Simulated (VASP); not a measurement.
**MnSbS2Br: magnetic orders**

Aim: compare collinear orders of MnSbS2Br. The start is a cell from a database of measured crystal structures.

Program: VASP 6.6.1. Level of theory: LDA, DFT+U (Mn d 5 eV), spin-polarised, from parallel moments; plane waves and PAW (Sb, Br, Mn, S), in the first sound run; inputs show where later runs differ. Results are calculated unless marked as measured.

## Step 1: Set-up

Symmetry: C2/m, No. 12, monoclinic system. Conventional cell: a = 12.669 Å, b = 3.851 Å, c = 9.585 Å, α = 90.00°, β = 91.00°, γ = 90.00°. Sb has 5 S at 2.47 to 3.02 Å nearest. Br has 2 Mn at 2.66 Å nearest. Nearest to Mn lie 6 S at 2.54 to 2.65 Å. Nearest to Mn lie 2 S at 2.63 Å and 4 Br at 2.66 Å. S has 3 Sb at 2.47 to 3.02 Å and 2 Mn at 2.65 Å nearest. Nearest to S lie 2 Mn at 2.54 to 2.63 Å and 2 Sb at 2.60 Å. Farther neighbours and most contacts between anions are not listed.

Structure file:

```
Sb Br Mn S
1.0
     6.33450   -1.92545    0.00000
     6.33450    1.92545    0.00000
    -0.16728    0.00000    9.58354
Sb Br Mn S
2 2 2 4
Direct
  0.70900 0.70900 0.80940
  0.29100 0.29100 0.19060
  0.63400 0.63400 0.42990
  0.36600 0.36600 0.57010
  0.00000 0.00000 0.00000
  0.00000 0.00000 0.50000
  0.64000 0.64000 0.04884
  0.36000 0.36000 0.95116
  0.07600 0.07600 0.75700
  0.92400 0.92400 0.24300
```

## Step 2: Magnetic order, start order fm, signs ++

Each run starts from other signs of the moments at the same geometry and cutoff; gentle mixing helps it keep them. Any wave vector in a name is a fraction of the reciprocal vectors of the first cell as typed.

Contents of INCAR:

```
SYSTEM = MnSbS2Br
PREC = Normal
ENCUT = 350
EDIFF = 1E-06
NELM = 150
ISMEAR = 0
SIGMA = 0.05
LREAL = .FALSE.
ALGO = Normal
GGA = CA
NBANDS = 41
ISPIN = 2
MAGMOM = 0 0 0 0 4 4 0 0 0 0
LDAU = .TRUE.
LDAUTYPE = 2
LDAUL = -1 -1 2 -1
LDAUU = 0 0 5 0
LDAUJ = 0 0 0 0
LDAUPRINT = 1
LASPH = .TRUE.
LMAXMIX = 4
LORBIT = 11
LWAVE = .FALSE.
LCHARG = .TRUE.
KPAR = 2
AMIX = 0.2
BMIX = 1E-04
AMIX_MAG = 0.8
BMIX_MAG = 1E-04
```

Contents of POSCAR:

```
MnSbS2Br
1.0
    6.3345000000     -1.9254500000      0.0000000000
    6.3345000000      1.9254500000      0.0000000000
   -0.1672813157      0.0000000000      9.5835401581
Sb Br Mn S
2 2 2 4
Direct
    0.7090000000      0.7090000000      0.8094000000
    0.2910000000      0.2910000000      0.1906000000
    0.6340000000      0.6340000000      0.4299000000
    0.3660000000      0.3660000000      0.5701000000
    0.0000000000      0.0000000000      0.0000000000
    0.0000000000      0.0000000000      0.5000000000
    0.6400000000      0.6400000000      0.0488380000
    0.3600000000      0.3600000000      0.9511620000
    0.0760000000      0.0760000000      0.7570000000
    0.9240000000      0.9240000000      0.2430000000
```

Contents of KPOINTS:

```
Automatic mesh
0
Gamma
5 5 2
0 0 0
```

PAW data sets: Sb, Br, Mn and S (LDA family, release 64).

On the command line:

```
$ mpirun -np 2 vasp_std
```

Output:

```text
[banner, memory and clock lines left out]
running    2 mpi-ranks, on    1 nodes
 distrk:  each k-point on    1 cores,    2 groups
 distr:  one band on    1 cores,    1 groups

 POSCAR found type information on POSCAR SbBrMnS
 POSCAR found :  4 types and      10 ions
 LDA part: xc-table for (Slater(with rela. corr.)+CA(PZ))
 , standard interpolation
 POSCAR, INCAR and KPOINTS ok, starting setup
 FFT: planning ... GRIDC
 FFT: planning ... GRID_SOFT
 FFT: planning ... GRID
 WAVECAR not read
 entering main loop
       N       E                     dE             d eps       ncg     rms          rms(c)
DAV:   1     0.478429689403E+03    0.47843E+03   -0.18564E+04  2952   0.990E+02
DAV:   2     0.332897672172E+02   -0.44514E+03   -0.43090E+03  2979   0.292E+02
DAV:   3    -0.491078402622E+02   -0.82398E+02   -0.78390E+02  4480   0.128E+02
DAV:   4    -0.544340993698E+02   -0.53263E+01   -0.52782E+01  4552   0.383E+01
DAV:   5    -0.545875544659E+02   -0.15346E+00   -0.15305E+00  4368   0.620E+00    0.210E+01
DAV:   6    -0.534845453666E+02    0.11030E+01   -0.96603E+00  4872   0.361E+01    0.175E+01
DAV:   7    -0.533222271392E+02    0.16232E+00   -0.29966E+00  4552   0.184E+01    0.141E+01
DAV:   8    -0.532587093471E+02    0.63518E-01   -0.44401E-01  4152   0.290E+00    0.853E+00
DAV:   9    -0.532232533091E+02    0.35456E-01   -0.11517E-01  4832   0.310E+00    0.278E+00
DAV:  10    -0.532251027930E+02   -0.18495E-02   -0.26508E-02  4518   0.160E+00    0.552E-01
DAV:  11    -0.532240162738E+02    0.10865E-02   -0.32604E-03  4496   0.279E-01    0.305E-01
DAV:  12    -0.532234923812E+02    0.52389E-03   -0.20918E-03  4606   0.370E-01    0.132E-01
DAV:  13    -0.532234706700E+02    0.21711E-04   -0.29516E-04  3784   0.830E-02    0.725E-02
DAV:  14    -0.532234669240E+02    0.37460E-05   -0.42632E-05  4600   0.373E-02    0.505E-02
DAV:  15    -0.532234647487E+02    0.21753E-05   -0.18351E-05  4520   0.297E-02    0.264E-02
DAV:  16    -0.532234660998E+02   -0.13510E-05   -0.63433E-06  3912   0.140E-02    0.576E-03
DAV:  17    -0.532234655754E+02    0.52432E-06   -0.13077E-06  2488   0.130E-02
   1 F= -.53223466E+02 E0= -.53223466E+02  d E =-.160440E-14  mag=    10.0000
```

The job ended after 2.2 min (2 MPI ranks of Intel Xeon Platinum 8488C (Sapphire Rapids), shared host; peak memory 0.56 GiB).

Lines that name or quote the potential files are left out of all logs, and their timing lines are given in words.

From OUTCAR (step 2):

```text
ion  position               nearest neighbor table
   1  0.709  0.709  0.809-   7 2.47   9 2.60   9 2.60   8 3.02   8 3.02
   2  0.291  0.291  0.191-   8 2.47  10 2.60  10 2.60   7 3.02   7 3.02
   3  0.634  0.634  0.430-   6 2.66   6 2.66
   4  0.366  0.366  0.570-   6 2.66   6 2.66
   5  0.000  0.000  0.000-   9 2.54  10 2.54   7 2.65   7 2.65   8 2.65   8 2.65
   6  0.000  0.000  0.500-   9 2.63  10 2.63   3 2.66   3 2.66   4 2.66   4 2.66
   7  0.640  0.640  0.049-   1 2.47   5 2.65   5 2.65   2 3.02   2 3.02
   8  0.360  0.360  0.951-   2 2.47   5 2.65   5 2.65   1 3.02   1 3.02
   9  0.076  0.076  0.757-   5 2.54   1 2.60   1 2.60   6 2.63
  10  0.924  0.924  0.243-   5 2.54   2 2.60   2 2.60   6 2.63

  LATTYP: Found a base centered monoclinic cell.
 ALAT       =    12.6690000000
 B/A-ratio  =     0.3039624280
 C/A-ratio  =     0.7565711579
 COS(beta)  =    -0.0174524064

 Subroutine GETGRP returns: Found  4 space group operations
 (whereof  4 operations were pure point group operations)

The static configuration has the point symmetry C_2h.

 Found     18 irreducible k-points:

   k-points           NKPTS =     18   k-points in BZ     NKDIM =     18   number of bands    NBANDS=     41

   dimension x,y,z NGX =    30 NGY =   30 NGZ =   48
   dimension x,y,z NGXF=    60 NGYF=   60 NGZF=   96

   ENCUT  =  350.0 eV  25.72 Ry    5.07 a.u.  10.10 10.10 14.62*2*pi/ulx,y,z

   NELECT =      62.0000    total number of electrons

 k-points in reciprocal lattice and weights: Automatic mesh
   0.00000000  0.00000000  0.00000000       0.020
   0.20000000  0.00000000 -0.00000000       0.080
   0.40000000  0.00000000 -0.00000000       0.080
   0.20000000  0.20000000 -0.00000000       0.040
   0.40000000  0.20000000  0.00000000       0.080
  -0.40000000  0.20000000  0.00000000       0.080
  -0.20000000  0.20000000  0.00000000       0.040
   0.40000000  0.40000000  0.00000000       0.040
  -0.40000000  0.40000000  0.00000000       0.040
[...]
0.40000000  0.40000000  0.50000000       0.040
  -0.40000000  0.40000000  0.50000000       0.040

atom =   5  type =  3  l = 2

 onsite density matrix

spin component  1

  0.9532  0.0076  0.0000  0.0000  0.0000
  0.0076  0.9370  0.0000  0.0000  0.0000
  0.0000  0.0000  0.9529 -0.0119  0.0022
  0.0000  0.0000 -0.0119  0.9423 -0.0000
  0.0000  0.0000  0.0022 -0.0000  0.9361

spin component  2

  0.0696  0.0153  0.0000  0.0000  0.0000
  0.0153  0.0191  0.0000  0.0000  0.0000
  0.0000  0.0000  0.0653 -0.0334  0.0060
  0.0000  0.0000 -0.0334  0.0347 -0.0052
  0.0000  0.0000  0.0060 -0.0052  0.0151

 occupancies and eigenvectors

  o =  0.0126  v =  0.0000  0.0000  0.0000  0.0000  0.0000  0.0000  0.0000 -0.4090 -0.7404 -0.5335      0.0000  0.0000  0.0000  0.0000  0.0000  0.0000  0.0000  0.0000  0.0000  0.0000
  o =  0.0148  v =  0.0000  0.0000  0.0000  0.0000  0.0000  0.2690 -0.9631  0.0000  0.0000  0.0000      0.0000  0.0000  0.0000  0.0000  0.0000  0.0000  0.0000  0.0000  0.0000  0.0000
  o =  0.0150  v =  0.0000  0.0000  0.0000  0.0000  0.0000  0.0000  0.0000  0.3667  0.4020 -0.8390      0.0000  0.0000  0.0000  0.0000  0.0000  0.0000  0.0000  0.0000  0.0000  0.0000
  o =  0.0739  v =  0.0000  0.0000  0.0000  0.0000  0.0000 -0.9631 -0.2690  0.0000  0.0000  0.0000      0.0000  0.0000  0.0000  0.0000  0.0000  0.0000  0.0000  0.0000  0.0000  0.0000
  o =  0.0876  v =  0.0000  0.0000  0.0000  0.0000  0.0000  0.0000  0.0000 -0.8356  0.5388 -0.1071      0.0000  0.0000  0.0000  0.0000  0.0000  0.0000  0.0000  0.0000  0.0000  0.0000
  o =  0.9339  v =  0.0000  0.0000  0.5033  0.7093 -0.4935  0.0000  0.0000  0.0000  0.0000  0.0000      0.0000  0.0000  0.0000  0.0000  0.0000  0.0000  0.0000  0.0000  0.0000  0.0000
  o =  0.9340  v =  0.3681 -0.9298  0.0000  0.0000  0.0000  0.0000  0.0000  0.0000  0.0000  0.0000      0.0000  0.0000  0.0000  0.0000  0.0000  0.0000  0.0000  0.0000  0.0000  0.0000
  o =  0.9366  v =  0.0000  0.0000  0.2136  0.4513  0.8664  0.0000  0.0000  0.0000  0.0000  0.0000      0.0000  0.0000  0.0000  0.0000  0.0000  0.0000  0.0000  0.0000  0.0000  0.0000
  o =  0.9562  v = -0.9298 -0.3681  0.0000  0.0000  0.0000  0.0000  0.0000  0.0000  0.0000  0.0000      0.0000  0.0000  0.0000  0.0000  0.0000  0.0000  0.0000  0.0000  0.0000  0.0000
  o =  0.9608  v =  0.0000  0.0000 -0.8373  0.5415 -0.0756  0.0000  0.0000  0.0000  0.0000  0.0000      0.0000  0.0000  0.0000  0.0000  0.0000  0.0000  0.0000  0.0000  0.0000  0.0000

atom =   6  type =  3  l = 2

 onsite density matrix

spin component  1

  0.9611 -0.0105  0.0000  0.0000  0.0000
 -0.0105  0.9409  0.0000  0.0000  0.0000
  0.0000  0.0000  0.9511  0.0113  0.0027
  0.0000  0.0000  0.0113  0.9467  0.0018
  0.0000  0.0000  0.0027  0.0018  0.9388

spin component  2

  0.0678 -0.0217  0.0000  0.0000  0.0000
 -0.0217  0.0238  0.0000  0.0000  0.0000
  0.0000  0.0000  0.0492  0.0260  0.0062
  0.0000  0.0000  0.0260  0.0325  0.0053
  0.0000  0.0000  0.0062  0.0053  0.0139

 occupancies and eigenvectors

  o =  0.0124  v =  0.0000  0.0000  0.0000  0.0000  0.0000  0.0000  0.0000  0.1721 -0.4525  0.8750      0.0000  0.0000  0.0000  0.0000  0.0000  0.0000  0.0000  0.0000  0.0000  0.0000
  o =  0.0138  v =  0.0000  0.0000  0.0000  0.0000  0.0000  0.0000  0.0000 -0.5767  0.6739  0.4619      0.0000  0.0000  0.0000  0.0000  0.0000  0.0000  0.0000  0.0000  0.0000  0.0000
  o =  0.0149  v =  0.0000  0.0000  0.0000  0.0000  0.0000 -0.3801 -0.9250  0.0000  0.0000  0.0000      0.0000  0.0000  0.0000  0.0000  0.0000  0.0000  0.0000  0.0000  0.0000  0.0000
  o =  0.0694  v =  0.0000  0.0000  0.0000  0.0000  0.0000  0.0000  0.0000 -0.7986 -0.5841 -0.1450      0.0000  0.0000  0.0000  0.0000  0.0000  0.0000  0.0000  0.0000  0.0000  0.0000
  o =  0.0767  v =  0.0000  0.0000  0.0000  0.0000  0.0000 -0.9250  0.3801  0.0000  0.0000  0.0000      0.0000  0.0000  0.0000  0.0000  0.0000  0.0000  0.0000  0.0000  0.0000  0.0000
  o =  0.9365  v = -0.3905 -0.9206  0.0000  0.0000  0.0000  0.0000  0.0000  0.0000  0.0000  0.0000      0.0000  0.0000  0.0000  0.0000  0.0000  0.0000  0.0000  0.0000  0.0000  0.0000
  o =  0.9373  v =  0.0000  0.0000 -0.6415  0.7212  0.2614  0.0000  0.0000  0.0000  0.0000  0.0000      0.0000  0.0000  0.0000  0.0000  0.0000  0.0000  0.0000  0.0000  0.0000  0.0000
  o =  0.9385  v =  0.0000  0.0000  0.0608 -0.2919  0.9545  0.0000  0.0000  0.0000  0.0000  0.0000      0.0000  0.0000  0.0000  0.0000  0.0000  0.0000  0.0000  0.0000  0.0000  0.0000
  o =  0.9609  v =  0.0000  0.0000 -0.7647 -0.6282 -0.1434  0.0000  0.0000  0.0000  0.0000  0.0000      0.0000  0.0000  0.0000  0.0000  0.0000  0.0000  0.0000  0.0000  0.0000  0.0000
  o =  0.9656  v = -0.9206  0.3905  0.0000  0.0000  0.0000  0.0000  0.0000  0.0000  0.0000  0.0000      0.0000  0.0000  0.0000  0.0000  0.0000  0.0000  0.0000  0.0000  0.0000  0.0000

 average (electrostatic) potential at core
       1 -89.8907       2 -89.8907       3 -66.8592       4 -66.8592       5 -46.0511
       6 -46.0040       7 -87.4351       8 -87.4351       9 -87.6106      10 -87.6106

 E-fermi :   4.2604

 spin component 1
 k-point     1 :       0.0000    0.0000    0.0000
  band No.  band energies     occupation
    ...
     32       2.9011      1.00000
     33       3.0118      1.00000
     34       3.2600      1.00000
     35       3.3683      1.00000
     36       3.3911      1.00000
     37       5.4883      0.00000
     38       5.9675      0.00000
     39       6.6329      0.00000
     40       6.7657      0.00000
     41       7.6916      0.00000

 k-point     2 :       0.2000    0.0000   -0.0000
  band No.  band energies     occupation
    ...
     32       2.9434      1.00000
     33       3.3813      1.00000
     34       3.4413      1.00000
     35       3.7482      1.00000
     36       3.9622      1.00000
     37       6.1936      0.00000
     38       6.5833      0.00000
     39       6.6861      0.00000
     40       6.9457      0.00000
     41       7.1691      0.00000

 k-point     3 :       0.4000    0.0000   -0.0000
  band No.  band energies     occupation
    ...
     32       2.3559      1.00000
     33       2.7932      1.00000
     34       3.1766      1.00000
     35       3.2001      1.00000
     36       3.7753      1.00000
     37       6.3380      0.00000
     38       6.8010      0.00000
     39       6.8964      0.00000
     40       7.1027      0.00000
     41       7.4128      0.00000

 k-point     4 :       0.2000    0.2000   -0.0000
  band No.  band energies     occupation
    ...
     32       3.1997      1.00000
     33       3.2362      1.00000
     34       3.4160      1.00000
     35       3.4255      1.00000
     36       3.6551      1.00000
     37       5.3860      0.00000
     38       6.0632      0.00000
     39       6.5492      0.00000
     40       6.7774      0.00000
     41       7.4199      0.00000

 k-point     5 :       0.4000    0.2000    0.0000
  band No.  band energies     occupation
    ...
     32       2.7693      1.00000
     33       3.0307      1.00000
     34       3.2216      1.00000
     35       3.6086      1.00000
     36       3.8573      1.00000
     37       6.1817      0.00000
     38       6.5257      0.00000
     39       6.8669      0.00000
     40       6.9564      0.00000
     41       7.3142      0.00000

 k-point     6 :      -0.4000    0.2000    0.0000
  band No.  band energies     occupation
    ...
     32       2.2846      1.00000
     33       2.5705      1.00000
     34       2.9457      1.00000
     35       3.0101      1.00000
     36       3.6739      1.00000
     37       6.5331      0.00000
     38       6.7834      0.00000
     39       6.9598      0.00000
     40       7.3390      0.00000
     41       7.4506      0.00000

  Total       -3.9062326     -4.1530261     -3.4090158      0.0000000      0.0000000     -0.6335797
  in kB      -26.7712184    -28.4626083    -23.3635618      0.0000000      0.0000000     -4.3422149
  external PRESSURE =     -26.1991295 kB  Pullay stress =       0.0000000 kB

  energy-cutoff  :      350.00
  volume of cell :      233.78
      direct lattice vectors                 reciprocal lattice vectors
     6.334500000 -1.925450000  0.000000000     0.078932828 -0.259679555  0.001377778
     6.334500000  1.925450000  0.000000000     0.078932828  0.259679555  0.001377778
    -0.167281316  0.000000000  9.583540158     0.000000000  0.000000000  0.104345574

 POSITION                                       TOTAL-FORCE (eV/Angst)
 -----------------------------------------------------------------------------------
      8.84692      0.00000      7.75692         0.163514      0.000000     -0.047605
      3.65480      0.00000      1.82662        -0.163514      0.000000      0.047605
      7.96023      0.00000      4.11996        -0.124584      0.000000      0.042427
      4.54149      0.00000      5.46358         0.124584      0.000000     -0.042427
      0.00000      0.00000      0.00000        -0.000000      0.000000     -0.000000
     -0.08364      0.00000      4.79177        -0.000000      0.000000     -0.000000
      8.09999      0.00000      0.46804        -0.111106      0.000000      0.156723
      4.40173      0.00000      9.11550         0.111106      0.000000     -0.156723
      0.83621      0.00000      7.25474        -0.062656      0.000000     -0.006114
     11.66551      0.00000      2.32880         0.062656      0.000000      0.006114
 -----------------------------------------------------------------------------------
    total drift:                                0.000000      0.000000     -0.000000

  FREE ENERGIE OF THE ION-ELECTRON SYSTEM (eV)
  ---------------------------------------------------
  free  energy   TOTEN  =       -53.2234655754 eV

  energy  without entropy=      -53.2234655754  energy(sigma->0) =      -53.22346558

 total charge
# of ion       s       p       d       tot
------------------------------------------
    1        1.304   0.924   0.072   2.300
    2        1.304   0.924   0.072   2.300
    3        1.612   3.236   0.014   4.862
    4        1.612   3.236   0.014   4.862
    5        0.237   0.227   4.907   5.371
    6        0.223   0.214   4.908   5.345
    7        1.349   2.346   0.000   3.695
    8        1.349   2.346   0.000   3.695
    9        1.348   2.351   0.000   3.699
   10        1.348   2.351   0.000   3.699
--------------------------------------------------
tot         11.688  18.155   9.988  39.830

 magnetization (x)
# of ion       s       p       d       tot
------------------------------------------
    1        0.002   0.023   0.002   0.026
    2        0.002   0.023   0.002   0.026
    3        0.004   0.033   0.003   0.040
    4        0.004   0.033   0.003   0.040
    5        0.031   0.027   4.506   4.564
    6        0.030   0.025   4.540   4.595
    7        0.007   0.018   0.000   0.026
    8        0.007   0.018   0.000   0.026
    9        0.007   0.011   0.000   0.018
   10        0.007   0.011   0.000   0.018
--------------------------------------------------
tot          0.101   0.220   9.056   9.377

[... 6 further parts left out ...]
```

The magnetic state follows from one typed start and may not be the lowest. The gap is read on the k-mesh alone, so it is an upper bound where the band edges lie off the mesh. The data set Mn keeps the semicore shell frozen, which is cheaper and a little less accurate.

A gap read on the k-mesh alone can miss the band edges.

Numbers from this step:

* electronic cycles: 17
* electrons: 62
* free energy (TOTEN): -53.2235 eV
* Fermi energy: 4.260 eV
* moment of the cell, from the last line of the log: 10 μB
* labelled metallic, from the levels on this mesh: no
* gap on the k-mesh: 1.326 eV
* least direct gap on the k-mesh: 1.326 eV

Spin moment in the PAW sphere by atom:

| atom | spin moment in the PAW sphere (μB) |
| --- | --- |
| Sb1 | 0.03 |
| Sb2 | 0.03 |
| Br3 | 0.04 |
| Br4 | 0.04 |
| Mn5 | 4.56 |
| Mn6 | 4.59 |
| S7 | 0.03 |
| S8 | 0.03 |
| S9 | 0.02 |
| S10 | 0.02 |

Force by atom:

| atom | x (eV/Å) | y (eV/Å) | z (eV/Å) | size |
| --- | --- | --- | --- | --- |
| Sb1 | 0.164 | 0.000 | -0.048 | 0.170 |
| Sb2 | -0.164 | 0.000 | 0.048 | 0.170 |
| Br3 | -0.125 | 0.000 | 0.042 | 0.132 |
| Br4 | 0.125 | 0.000 | -0.042 | 0.132 |
| Mn5 | 0.000 | 0.000 | 0.000 | 0.000 |
| Mn6 | 0.000 | 0.000 | 0.000 | 0.000 |
| S7 | -0.111 | 0.000 | 0.157 | 0.192 |
| S8 | 0.111 | 0.000 | -0.157 | 0.192 |
| S9 | -0.063 | 0.000 | -0.006 | 0.063 |
| S10 | 0.063 | 0.000 | 0.006 | 0.063 |

Spin density in the ac plane of the conventional cell at fractional y = 0.000, with atoms of Sb and Br and Mn and S within 0.2 Å of it.

Ten even steps from '0' (0.0 e/Å³) to '9' (5.2 e/Å³), each cell a mean:
```
730000000000000000000000000000000026
200000000000000000000000000000000001
000000000000000000000000000000000000
000000000000000000000000000000000000
000000000000000000000000000000000000
000000000000000000000000000000000000
000000000000000000000000000000000000
000000000000000000000000000000000000
000000000000000000000000000000000000
000000000000000000000000000000000000
420000000000000000000000000000000013
951000000000000000000000000000000028
730000000000000000000000000000000026
210000000000000000000000000000000001
000000000000000000000000000000000000
000000000000000000000000000000000000
000000000000000000000000000000000000
000000000000000000000000000000000000
000000000000000000000000000000000000
000000000000000000000000000000000000
000000000000000000000000000000000000
000000000000000000000000000000000000
420000000000000000000000000000000013
951000000000000000000000000000000027
```
Columns run along a (12.7 Å), rows up along c (9.6 Å), edges of the conventional cell, whose origin can differ from the input's. Atoms in or near the plane, at fractional coordinates: Sb at (0.71, 0.81), Sb at (0.29, 0.19), Br at (0.63, 0.43), Br at (0.37, 0.57), Mn at (0.00, 0.00), Mn at (0.00, 0.50), S at (0.64, 0.05), S at (0.36, 0.95), S at (0.08, 0.76), S at (0.92, 0.24).

[end of part 1 of 4]

[Lines on the potential files, build, host, timing and source positions are cut from VASP's logs without a mark.]

[Logs are printed without paths, hosts, clocks, repeated set-up lines and the standing remarks that a program may print on its own settings, such as how far it seeks lower states.]

[Hosts, paths, dates, database ids (printed as entryN), source tags and the programs' standing remarks are cut or masked in the printed files.]

[In band tables of VASP the shares of atoms and orbitals are scaled to a sum of 1 inside the atoms' spheres.]

[Runs that stopped without an error message from VASP are left out.]
